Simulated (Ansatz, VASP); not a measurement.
# AgRh: VASP beside Ansatz

```
Ag Rh
1.0
     2.77759    0.00000    0.00000
    -1.38879    2.40546    0.00000
     0.00000    0.00000    4.80860
Ag Rh
1 1
Direct
  0.00000 0.00000 0.50000
  0.66667 0.33333 0.00000
```

The cell comes from a database or a generator and needn't be the stable form of this composition.

Alike in both runs: task single point; functional PBEsol; k mesh 11 × 11 × 6; occupations fermi-dirac, width 0.05 eV; no spin polarisation.

```csv
,VASP,Ansatz
version,VASP 6.6.1,Ansatz 0.2.0
potentials or method,"VASP PAW PBE potentials, release 64 (Ag, Rh_pv)",Ansatz PAW
plane-wave cutoff (eV),520,420
valence electrons in the cell,26,36
```

|  | VASP | Ansatz | Ansatz less VASP |
| --- | --- | --- | --- |
| gap on the k mesh at the Fermi level (eV) | none | none | - |
| pressure (GPa) | -10.7 | -10.6 | +0.15 |
| largest component of the traceless stress (GPa) | 0.08 | 0.13 | +0.045 |

A gap of «none» marks a metal or a gap that the smearing closes. The two sets of potentials don't hold the same shells in valence.

Caveats: the PAW data sets were made with another functional, which shifts forces and pressure a little (VASP); the PAW data sets come from PBE, with cores solved anew for the run's functional, which leaves a small shift of forces and pressure (Ansatz).
